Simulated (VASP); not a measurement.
Method: PBE GGA, VASP's PBE PAW potentials (set 64) (plane waves; VASP 6.6.1).

VASP input:

### INCAR
```
! general
SYSTEM =CdS
PREC   =Accurate
ENCUT  =520
LREAL  =.FALSE.
LASPH  =.TRUE.

! electronic loop
EDIFF  =1E-7
NELM   =100
ALGO   =Normal
LMAXMIX=4

! smearing
ISMEAR =0
SIGMA  =0.05

! functional
GGA    =PE

! ions
IBRION =2
NSW    =30
ISIF   =4
EDIFFG =-0.01

! output
LWAVE  =.FALSE.
LCHARG =.FALSE.
```

**POSCAR**
```
CdS
1
    2.0821670110    -3.6064188748     0.0000000000
    2.0821670110     3.6064188748     0.0000000000
    0.0000000000     0.0000000000     6.7632921498
Cd S
2 2
Direct
  0.6666670000   0.3333330000   0.5000025332
  0.3333330000   0.6666670000   0.0000025332
  0.6666670000   0.3333330000   0.8769974668
  0.3333330000   0.6666670000   0.3769974668
```

### KPOINTS
```
Regular mesh
0
gamma
6 6 4
0 0 0
```

POTCAR, in this order: Cd S (PBE.64 set). Program: vasp_std.

What VASP printed:

File OUTCAR:
```
 ion  position               nearest neighbor table
   1  0.667  0.333  0.500-   4 2.54   4 2.54   4 2.54   3 2.55
   2  0.333  0.667  0.000-   3 2.54   3 2.54   3 2.54   4 2.55
   3  0.667  0.333  0.877-   2 2.54   2 2.54   2 2.54   1 2.55
   4  0.333  0.667  0.377-   1 2.54   1 2.54   1 2.54   2 2.55
  LATTYP: Found a hexagonal cell.
 ALAT       =     4.1643338678
 C/A-ratio  =     1.6240994033
 Subroutine PRICEL returns:
 Original cell was already a primitive cell.
 Subroutine GETGRP returns: Found 12 space group operations
The static configuration has the point symmetry C_3v.
 The point group associated with its full space group is C_6v.
The dynamic configuration has the point symmetry C_3v.
 Subroutine INISYM returns: Found 12 space group operations
 Subroutine IBZKPT returns following result:
 Found     21 irreducible k-points:

 Following reciprocal coordinates:
            Coordinates               Weight
  0.000000  0.000000  0.000000      1.000000
  0.166667  0.000000  0.000000      6.000000
  0.333333 -0.000000  0.000000      6.000000
  0.500000  0.000000  0.000000      3.000000
  0.166667  0.166667  0.000000      6.000000
  0.333333  0.166667  0.000000     12.000000
  0.333333  0.333333  0.000000      2.000000
  0.000000  0.000000  0.250000      2.000000
  0.166667  0.000000  0.250000     12.000000
  0.333333 -0.000000  0.250000     12.000000
  0.500000  0.000000  0.250000      6.000000
  0.166667  0.166667  0.250000     12.000000
  0.333333  0.166667  0.250000     24.000000
  0.333333  0.333333  0.250000      4.000000
  0.000000  0.000000  0.500000      1.000000
  0.166667  0.000000  0.500000      6.000000
  0.333333 -0.000000  0.500000      6.000000
  0.500000  0.000000  0.500000      3.000000
  0.166667  0.166667  0.500000      6.000000
  0.333333  0.166667  0.500000     12.000000
  0.333333  0.333333  0.500000      2.000000
   k-points           NKPTS =     21   k-points in BZ     NKDIM =     21   number of bands    NBANDS=     22
   number of dos      NEDOS =    301   number of ions     NIONS =      4
   total plane-waves  NPLWV =  51200
   dimension x,y,z NGX =    32 NGY =   32 NGZ =   50
   dimension x,y,z NGXF=    64 NGYF=   64 NGZF=  100
   ions per type =               2   2
   PREC   = accura    normal or accurate (medium, high low for compatibility)
   ISTART =      0    job   : 0-new  1-cont  2-samecut
   ICHARG =      2    charge: 1-file 2-atom 10-const
   ISPIN  =      1    spin polarized calculation?
   LNONCOLLINEAR =      F non collinear calculations
   LSORBIT =      F    spin-orbit coupling
   INIWAV =      1    electr: 0-lowe 1-rand  2-diag
   ENCUT  =  520.0 eV  38.22 Ry    6.18 a.u.   7.74  7.74 12.58*2*pi/ulx,y,z
   NELM   =    100;   NELMIN=  2; NELMDL= -5     # of ELM steps
   EDIFF  = 0.1E-06   stopping-criterion for ELM
   LREAL  =      F    real-space projection
   NLSPLINE    = F    spline interpolate recip. space projectors
   LMAXMIX     =    4 max onsite mixed and CHGCAR
   VOSKOWN=      0    Vosko Wilk Nusair interpolation
   EDIFFG = -.1E-01   stopping-criterion for IOM
   NSW    =     30    number of steps for IOM
   NBLOCK =      1;   KBLOCK =     30    inner block; outer block
   IBRION =      2    ionic relax: 0-MD 1-quasi-New 2-CG
   NFREE  =      1    steps in history (QN), initial steepest desc. (CG)
   ISIF   =      4    stress and relaxation
   ISYM   =      2    0-nonsym 1-usesym 2-fastsym
   TEIN   =    0.0    initial temperature
   TEBEG  =    0.0;   TEEND  =   0.0 temperature during run
   SMASS  =  -3.00    Nose mass-parameter (am)
   PSTRESS=    0.0 pullay stress
   NELECT =      36.0000    total number of electrons
   EFERMI =   0.00;   METHOD = LEGACY
   ISMEAR =     0;   SIGMA  =   0.05  broadening in eV -4-tet -1-fermi 0-gaus
...
```

**OSZICAR**
```
       N       E                     dE             d eps       ncg     rms          rms(c)
DAV:   1     0.249146504668E+03    0.24915E+03   -0.17737E+04   924   0.150E+03
DAV:   2     0.909890099583E+00   -0.24824E+03   -0.24154E+03  1020   0.356E+02
DAV:   3    -0.132119032895E+02   -0.14122E+02   -0.14079E+02  1104   0.849E+01
DAV:   4    -0.133707749484E+02   -0.15887E+00   -0.15879E+00  1068   0.908E+00
DAV:   5    -0.133736135132E+02   -0.28386E-02   -0.28384E-02  1116   0.117E+00    0.113E+01
DAV:   6    -0.123020806892E+02    0.10715E+01   -0.25908E+00  1172   0.166E+01    0.888E+00
DAV:   7    -0.122863005486E+02    0.15780E-01   -0.85403E-01  1080   0.538E+00    0.398E+00
DAV:   8    -0.122825697138E+02    0.37308E-02   -0.12542E-01  1082   0.379E+00    0.557E-01
DAV:   9    -0.122806159609E+02    0.19538E-02   -0.23698E-02  1162   0.200E+00    0.174E-01
DAV:  10    -0.122807462324E+02   -0.13027E-03   -0.17975E-03  1074   0.467E-01    0.113E-01
DAV:  11    -0.122808287314E+02   -0.82499E-04   -0.20422E-04  1118   0.105E-01    0.111E-01
DAV:  12    -0.122808951891E+02   -0.66458E-04   -0.19360E-04   984   0.726E-02    0.337E-02
DAV:  13    -0.122808995357E+02   -0.43466E-05   -0.24044E-05  1086   0.331E-02    0.128E-02
DAV:  14    -0.122808999218E+02   -0.38605E-06   -0.25357E-06  1056   0.117E-02    0.960E-03
DAV:  15    -0.122808993157E+02    0.60607E-06   -0.17918E-06  1110   0.772E-03    0.146E-03
DAV:  16    -0.122808992917E+02    0.24031E-07   -0.13100E-07   720   0.264E-03
   1 F= -.12280899E+02 E0= -.12280899E+02  d E =-.122809E+02
```

**OUTCAR**
```
------------------------ aborting loop because EDIFF is reached ----------------------------------------
  FORCE on cell =-STRESS in cart. coord.  units (eV):
  Direction    XX          YY          ZZ          XY          YZ          ZX
  --------------------------------------------------------------------------------------
  Total        1.0888448      1.0888447      1.1389041      0.0000000      0.0000000      0.0000000
  in kB       17.1749977     17.1749960     17.9646124      0.0000000      0.0000000      0.0000000
  external PRESSURE =      17.4382021 kB  Pullay stress =       0.0000000 kB
  volume of cell :      101.57
      direct lattice vectors                 reciprocal lattice vectors
     2.082167011 -3.606418875  0.000000000     0.240134436 -0.138641688  0.000000000
     2.082167011  3.606418875  0.000000000     0.240134436  0.138641688  0.000000000
     0.000000000  0.000000000  6.763292150     0.000000000  0.000000000  0.147856987
  FREE ENERGIE OF THE ION-ELECTRON SYSTEM (eV)
  ---------------------------------------------------
  free  energy   TOTEN  =       -12.2808992917 eV

  energy  without entropy=      -12.2808992917  energy(sigma->0) =      -12.28089929

 reached required accuracy - stopping structural energy minimisation
```
(Selected blocks of OUTCAR.)

The compound is CdS in the wurtzite structure. This cell is one point of a volume scan, at 0.97 of the reference volume.
